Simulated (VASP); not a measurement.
# Nb3Sn: interstitial O from one void to a neighbouring one, part 2 of 4

Wanted: the minimum-energy path in Nb3Sn for this move: interstitial O from one void to a neighbouring one. The start is a cell from a database of measured crystal structures.

VASP 6.6.1, plane waves and PAW; the level of theory is named at each step.

So far. Step 2 (Relax the host): The run ended after 3 ionic steps, 0.050 eV below its first step, once forces and stress met EDIFFG = -0.02.

**3. Relax the start**

This step: r2SCAN; plane waves and PAW (Sn, Nb_pv, O) (VASP 6.6.1).

System of this step: Nb12Sn4O. The cell holds 17 atoms: 4 Sn, 12 Nb and 1 O. Cell: a = 7.532 Å, b = 7.532 Å, c = 7.532 Å, α = 60.0°, β = 60.0°, γ = 60.0°. It derives from Nb3Sn. Nearest the centre at fractional (0.125, 0.000, 0.250): O17 at 0.93 Å, Nb9 at 1.60 Å, Nb5 at 1.64 Å, Nb13 at 2.46 Å, Nb8 at 2.48 Å, Sn3 at 2.49 Å, Sn1 at 2.50 Å, Nb15 at 2.84 Å.

A path needs two true minima; the start is relaxed with symmetry off.

The input, INCAR:

```
SYSTEM = Nb12Sn4O
PREC = Normal
ENCUT = 400
EDIFF = 1E-05
NELM = 120
ISMEAR = 1
SIGMA = 0.15
LREAL = Auto
ALGO = Normal
METAGGA = R2SCAN
LASPH = .TRUE.
NBANDS = 95
LORBIT = 11
LWAVE = .FALSE.
LCHARG = .FALSE.
KPAR = 3
IBRION = 2
NSW = 60
ISIF = 2
EDIFFG = -0.05
POTIM = 0.4
MAXMIX = 40
ISYM = 0
```

The input, POSCAR:

```
Nb12Sn4O
1.0
    0.0000000000      5.3260553482      5.3260553482
    5.3260553482      0.0000000000      5.3260553482
    5.3260553482      5.3260553482      0.0000000000
Sn Nb O
4 12 1
Direct
    0.2515141995      0.2497266328      0.2515710788
    0.7549847166      0.7466914754      0.7484150072
    0.0027837558     -0.0014147411     -0.0006015851
    0.5005276001      0.5015253751      0.4995791290
    0.3751716558      0.8730179262      0.1242165971
    0.8734011040      0.3755006845      0.6267480574
    0.6260004748      0.1240301001      0.8730337364
    0.1298373343      0.6239430406      0.3750220362
    0.8762154908      0.1231282182      0.3666910296
    0.3766018522      0.6242142187      0.8742004038
    0.8682267611      0.6303552851      0.1275974627
    0.3736237371      0.1288661483      0.6288047131
    0.1231851408      0.8774437101      0.6206261320
    0.6212080890      0.3762263100      0.1241830515
    0.1231769286      0.3764540554      0.8732754116
    0.6239369460      0.8741618659      0.3761966848
    0.1261608351      0.1250439902      0.1271856076
```

The input, KPOINTS:

```
Automatic mesh
0
Gamma
3 3 3
0 0 0
```

Potentials, in the order of the species: Sn, Nb_pv and O (PBE family, release 64).

On the command line:

```
> mpirun -np 3 vasp_std
```

The program printed:

```text
[banner, memory and clock lines left out]
running    3 mpi-ranks, on    1 nodes
 distrk:  each k-point on    1 cores,    3 groups
 distr:  one band on    1 cores,    1 groups

 POSCAR found type information on POSCAR SnNbO
 POSCAR found :  3 types and      17 ions
 [... a notice as in an earlier step ...]

 LDA part: xc-table for (None), standard interpolation
 POSCAR, INCAR and KPOINTS ok, starting setup
 FFT: planning ... GRIDC
 FFT: planning ... GRID_SOFT
 FFT: planning ... GRID
 WAVECAR not read
 entering main loop
       N       E                     dE             d eps       ncg     rms          rms(c)
DAV:   1     0.173523094097E+04    0.17352E+04   -0.64356E+04  2692   0.145E+03
DAV:   2    -0.246278241101E+03   -0.19815E+04   -0.19350E+04  2700   0.772E+02
DAV:   3    -0.430653991805E+03   -0.18438E+03   -0.17354E+03  4584   0.181E+02
DAV:   4    -0.447567174562E+03   -0.16913E+02   -0.16120E+02  4416   0.528E+01
DAV:   5    -0.448414694519E+03   -0.84752E+00   -0.82756E+00  4408   0.113E+01    0.933E+01
DAV:   6    -0.405575718130E+03    0.42839E+02   -0.35257E+01  4040   0.380E+01    0.298E+01
DAV:   7    -0.405278549374E+03    0.29717E+00   -0.44598E+00  3752   0.127E+01    0.930E+00
DAV:   8    -0.405318733430E+03   -0.40184E-01   -0.10761E+00  4120   0.677E+00    0.266E+00
DAV:   9    -0.405276056715E+03    0.42677E-01   -0.38263E-01  4112   0.435E+00    0.121E+00
DAV:  10    -0.405281531193E+03   -0.54745E-02   -0.13823E-01  4200   0.203E+00    0.683E-01
DAV:  11    -0.405279666771E+03    0.18644E-02   -0.30981E-02  4000   0.115E+00    0.444E-01
DAV:  12    -0.405279746117E+03   -0.79347E-04   -0.13098E-02  4176   0.512E-01    0.277E-01
DAV:  13    -0.405279963725E+03   -0.21761E-03   -0.15681E-03  3952   0.206E-01    0.112E-01
DAV:  14    -0.405280048459E+03   -0.84734E-04   -0.60870E-04  4088   0.131E-01    0.463E-02
DAV:  15    -0.405280044877E+03    0.35822E-05   -0.87514E-05  3584   0.684E-02
   1 F= -.40528004E+03 E0= -.40528259E+03  d E =-.405280E+03
 curvature:   0.00 expect dE= 0.000E+00 dE for cont linesearch  0.000E+00
 trial: gam= 0.00000 g(F)=  0.325E+01 g(S)=  0.000E+00 ort = 0.000E+00 (trialstep = 0.100E+01)
 search vector abs. value=  0.325E+01
 bond charge predicted
       N       E                     dE             d eps       ncg     rms          rms(c)
DAV:   1    -0.401296319344E+03    0.39837E+01   -0.39688E+02  3052   0.116E+02    0.687E+00
DAV:   2    -0.406429527968E+03   -0.51332E+01   -0.51114E+01  2884   0.324E+01    0.981E+00
DAV:   3    -0.406623359968E+03   -0.19383E+00   -0.26744E+00  4120   0.788E+00    0.515E+00
DAV:   4    -0.406604975780E+03    0.18384E-01   -0.29297E-01  4280   0.325E+00    0.411E+00
DAV:   5    -0.406599848835E+03    0.51269E-02   -0.15957E-01  4176   0.248E+00    0.122E+00
DAV:   6    -0.406592483016E+03    0.73658E-02   -0.47163E-02  4040   0.138E+00    0.704E-01
DAV:   7    -0.406591747230E+03    0.73579E-03   -0.12465E-02  4144   0.729E-01    0.495E-01
DAV:   8    -0.406591941315E+03   -0.19409E-03   -0.54881E-03  4312   0.478E-01    0.220E-01
DAV:   9    -0.406591593337E+03    0.34798E-03   -0.24123E-03  4264   0.313E-01    0.126E-01
DAV:  10    -0.406591571147E+03    0.22190E-04   -0.11572E-03  4088   0.172E-01    0.710E-02
DAV:  11    -0.406591574722E+03   -0.35751E-05   -0.22407E-04  3928   0.951E-02    0.407E-02
DAV:  12    -0.406591573925E+03    0.79713E-06   -0.23112E-05  2144   0.386E-02
   2 F= -.40659157E+03 E0= -.40660049E+03  d E =-.131153E+01
[...]
3 F= -.40660252E+03 E0= -.40661090E+03  d E =-.132247E+01
[...]
4 F= -.40666632E+03 E0= -.40667462E+03  d E =-.638049E-01
[...]
5 F= -.40668919E+03 E0= -.40669682E+03  d E =-.866775E-01
[...]
6 F= -.40671208E+03 E0= -.40671858E+03  d E =-.228869E-01
[...]
7 F= -.40671360E+03 E0= -.40671972E+03  d E =-.244100E-01
 curvature:  -1.09 expect dE=-0.336E-02 dE for cont linesearch -0.316E-06
 trial: gam= 0.06011 g(F)=  0.308E-02 g(S)=  0.000E+00 ort = 0.111E-03 (trialstep = 0.127E+01)
 search vector abs. value=  0.324E-02
 bond charge predicted
       N       E                     dE             d eps       ncg     rms          rms(c)
DAV:   1    -0.406704354264E+03    0.92507E-02   -0.65572E-01  3234   0.552E+00    0.334E-01
DAV:   2    -0.406715894710E+03   -0.11540E-01   -0.10983E-01  2702   0.133E+00    0.173E-01
DAV:   3    -0.406716310220E+03   -0.41551E-03   -0.51259E-03  4520   0.310E-01    0.117E-01
DAV:   4    -0.406716237678E+03    0.72542E-04   -0.44576E-04  4272   0.130E-01    0.107E-01
DAV:   5    -0.406716234311E+03    0.33671E-05   -0.11196E-04  3832   0.696E-02    0.492E-02
DAV:   6    -0.406716227853E+03    0.64577E-05   -0.36176E-05  2552   0.476E-02
   8 F= -.40671623E+03 E0= -.40672214E+03  d E =-.262420E-02
 trial-energy change:   -0.002624  1 .order   -0.002675   -0.003901   -0.001449
 step:   2.2215(harm=  2.0128)  dis= 0.00778  next Energy=  -406.716753 (dE=-0.315E-02)
 reached required accuracy - stopping structural energy minimisation
```

Elapsed: 13 min, on 3 MPI ranks of Intel Xeon 6975P-C (Granite Rapids), shared host; peak memory 1.2 GiB.

From OUTCAR (step 3):

```text
 Found     14 irreducible k-points:

   k-points           NKPTS =     14   k-points in BZ     NKDIM =     14   number of bands    NBANDS=     95

   dimension x,y,z NGX =    40 NGY =   40 NGZ =   40
   dimension x,y,z NGXF=    80 NGYF=   80 NGZF=   80

   ENCUT  =  400.0 eV  29.40 Ry    5.42 a.u.  12.28 12.28 12.28*2*pi/ulx,y,z

   NELECT =     154.0000    total number of electrons

 E-fermi :   6.1441

 k-point     1 :       0.0000    0.0000    0.0000
  band No.  band energies     occupation
    ...
     74       5.7551      2.00151
     75       5.8675      2.02559
     76       5.8708      2.02719
     77       6.0258      1.97425
     78       6.0329      1.94701
     79       6.2661      0.01335
     80       6.2791     -0.02269
     81       6.4943     -0.00469
     82       6.5202     -0.00224
     83       6.7719     -0.00000
    ...

 k-point     2 :       0.3333    0.0000    0.0000
  band No.  band energies     occupation
    ...
     74       5.6249      2.00001
     75       5.7835      2.00352
     76       5.8033      2.00603
     77       5.9176      2.05441
     78       6.1409      1.03562
     79       6.3578     -0.06168
     80       6.6188     -0.00007
     81       6.8964     -0.00000
     82       7.1615     -0.00000
     83       7.3213     -0.00000
    ...

  Total       10.2297203     10.3893693     10.1737997      0.9470169      0.9105276      1.1526868
  in kB       54.2409540     55.0874597     53.9444468      5.0213590      4.8278825      6.1118810
  external PRESSURE =      54.4242868 kB  Pullay stress =       0.0000000 kB

  energy-cutoff  :      400.00
  volume of cell :      302.17
      direct lattice vectors                 reciprocal lattice vectors
     0.000000000  5.326055348  5.326055348    -0.093878108  0.093878108  0.093878108
     5.326055348  0.000000000  5.326055348     0.093878108 -0.093878108  0.093878108
     5.326055348  5.326055348  0.000000000     0.093878108  0.093878108 -0.093878108

 POSITION                                       TOTAL-FORCE (eV/Angst)
 -----------------------------------------------------------------------------------
      2.77727      2.77178      2.77506         0.003350      0.020377      0.016788
      7.96666      7.96331      7.96845        -0.000059      0.017358      0.017714
     10.54628     10.54303     10.54394        -0.013476     -0.002384      0.001878
      5.34131      5.34444      5.34571        -0.004862     -0.021556     -0.021305
      5.22237      2.75465      6.65318        -0.000611      0.020065     -0.003195
      5.30641      8.00324      6.65524         0.022596     -0.017402     -0.002329
      5.30508      7.97242      3.98484         0.003778     -0.042932      0.008608
      5.33819      2.67882      4.00551         0.030832     -0.019222      0.004223
      2.74351      6.64974      5.23153         0.013387      0.018303      0.010300
      8.00224      6.65030      5.30600        -0.013241      0.010456      0.030018
      3.98370      5.30511      7.97548         0.005713     -0.007606     -0.025561
      4.00491      5.33650      2.68295        -0.006974      0.029187     -0.025329
      7.97799      3.98109      5.31189        -0.042245      0.003560     -0.011308
      2.67914      4.00176      5.33762        -0.014840      0.001790      0.031313
      6.65769      5.22535      2.75740        -0.013016     -0.041207      0.006141
      6.65485      5.30261      8.00391         0.002681      0.024816     -0.017399
      1.34375      1.35463      1.36490         0.026988      0.006399     -0.020558
 -----------------------------------------------------------------------------------
    total drift:                                0.005166      0.006163     -0.000869

  FREE ENERGIE OF THE ION-ELECTRON SYSTEM (eV)
  ---------------------------------------------------
  free  energy   TOTEN  =      -406.7162278530 eV

  energy  without entropy=     -406.7339699704  energy(sigma->0) =     -406.72214189

 total charge
# of ion       s       p       d       tot
------------------------------------------
    1        1.316   2.011   0.294   3.621
    2        1.292   2.140   0.282   3.714
    3        1.316   2.018   0.285   3.619
    4        1.292   2.137   0.284   3.713
    5        0.390   6.340   3.181   9.912
    6        0.357   6.316   3.116   9.788
    7        0.361   6.307   3.151   9.819
    8        0.362   6.310   3.153   9.825
    9        0.388   6.337   3.177   9.902
   10        0.357   6.315   3.116   9.788
   11        0.362   6.308   3.152   9.822
   12        0.361   6.309   3.152   9.822
   13        0.361   6.307   3.150   9.818
   14        0.362   6.310   3.152   9.824
   15        0.390   6.340   3.181   9.911
   16        0.357   6.316   3.116   9.788
   17        1.615   3.545   0.000   5.160
--------------------------------------------------
tot         11.239  87.665  38.941 137.846

[... 1 part as in an earlier step ...]

[... 7 further parts left out ...]
```

Relaxation path:

```
step  energy less that of the first step (eV)  largest force (eV/Å)
   1                                   0.0000                5.3591
   2                                  -1.3115                0.9828
   3                                  -1.3225                0.6426
   4                                  -1.3863                0.3615
   5                                  -1.4091                0.4403
   6                                  -1.4320                0.1087
   7                                  -1.4336                0.1149
   8                                  -1.4362                0.0439
```

The atoms that moved most (Å):

```
atom      dx      dy      dz  length
 Sn3  -0.095  -0.121  -0.115   0.192
 Sn1   0.107   0.092   0.105   0.177
 Nb9   0.135   0.030  -0.091   0.165
 Nb5  -0.089   0.095   0.005   0.130
Nb15   0.002  -0.082   0.096   0.126
Nb11  -0.053   0.001  -0.006   0.054
 Sn2   0.004  -0.044  -0.030   0.053
Nb14   0.014   0.032   0.025   0.043
```

The relaxed structure:

```cif
data_structure
_symmetry_space_group_name_H-M 'P 1'
_symmetry_Int_Tables_number 1
_cell_length_a 7.5322
_cell_length_b 7.5322
_cell_length_c 7.5322
_cell_angle_alpha 60.000
_cell_angle_beta 60.000
_cell_angle_gamma 60.000
_cell_volume 302.17
loop_
_atom_site_label
_atom_site_type_symbol
_atom_site_fract_x
_atom_site_fract_y
_atom_site_fract_z
_atom_site_occupancy
Sn1 Sn 0.26000 0.26103 0.26042 1
Sn2 Sn 0.74775 0.74838 0.74741 1
Sn3 Sn 0.98954 0.99015 0.98998 1
Sn4 Sn 0.50214 0.50155 0.50131 1
Nb5 Nb 0.39292 0.85625 0.12428 1
Nb6 Nb 0.87795 0.37161 0.62470 1
Nb7 Nb 0.62449 0.12368 0.87238 1
Nb8 Nb 0.12637 0.62569 0.37659 1
Nb9 Nb 0.85783 0.12442 0.39069 1
Nb10 Nb 0.37120 0.62503 0.87744 1
Nb11 Nb 0.87277 0.62467 0.12329 1
Nb12 Nb 0.37688 0.12686 0.62508 1
Nb13 Nb 0.12345 0.87389 0.62403 1
Nb14 Nb 0.62525 0.37692 0.12610 1
Nb15 Nb 0.12439 0.39332 0.85670 1
Nb16 Nb 0.62445 0.87834 0.37115 1
O17 O 0.12916 0.12711 0.12518 1
```

Numbers from this step:

| Quantity | Value |
| --- | --- |
| electronic cycles | 68 |
| electrons | 154 |
| free energy (TOTEN) | -406.7162 eV |
| energy at zero smearing | -406.7221 eV |
| Fermi energy | 6.144 eV |

The run ended after 8 ionic steps, 1.436 eV below its first step, once the forces on the free atoms met EDIFFG = -0.05.

(Part 2 of 4 ends here.)

[Lines on the potential files, build, host, timing and source positions are cut from VASP's logs without a mark.]

[Logs are printed without paths, hosts, clocks, repeated set-up lines and the standing remarks that a program may print on its own settings, such as how far it seeks lower states.]

[Hosts, paths, dates, database ids (printed as entryN), source tags and the programs' standing remarks are cut or masked in the printed files.]

[Runs that stopped without an error message from VASP are left out.]
